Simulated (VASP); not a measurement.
```
CELL_PARAMETERS angstrom
      0.00000     2.89967     2.89967
      2.89967     0.00000     2.89967
      2.89967     2.89967     0.00000
ATOMIC_POSITIONS crystal
  Eu 0.00000 0.00000 0.00000
  S  0.50000 0.50000 0.50000
```

The numbers are results of PBE GGA with D3 dispersion (Becke-Johnson damping), VASP's PBE PAW potentials (set 64) (plane waves; VASP), not measurements. Settings: 520 eV cut-off, 7×7×7 Γ-centred mesh, Gaussian smearing of 0.050 eV, potentials Eu_2 S.

The 4f electrons are frozen in the core of the lanthanide potential, so 4f levels, which can set the real gap, and their magnetism are missing.

Q: Predict the energy per atom (σ→0).

A: 
```
Quantity                        Value
---------------------  --------------
energy per atom (σ→0)  -5.670 eV/atom
```

Total energies compare only between runs with the same potentials, cut-off and functional.

The compound is EuS in the rock salt structure. It was relaxed first, which changed the volume by -8 %. The start is the result of an earlier pass.
